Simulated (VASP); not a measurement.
```xyz
2
Lattice="0.0000 2.2101 2.2101 2.2101 0.0000 2.2101 2.2101 2.2101 0.0000" Properties=species:S:1:pos:R:3 pbc="T T T"
Ti     0.0000     0.0000     0.0000
C      2.2101     2.2101     2.2101
```

Computed with optB88-vdW, VASP's PBE PAW potentials (set 64) (plane waves; VASP). Settings: 520 eV cut-off, 14×14×14 Γ-centred mesh, first-order Methfessel-Paxton smearing of 0.10 eV, potentials Ti_sv C.

Q: Give the stress tensor in GPa (positive for a compressed cell).

A: 
```
-13.00    0.00    0.00
  0.00  -13.00    0.00
  0.00    0.00  -13.00
```
The pressure is its mean diagonal, -13.00 GPa.

The compound is TiC in the rock salt structure. This cell is one point of a volume scan, at 1.06 of the reference volume.
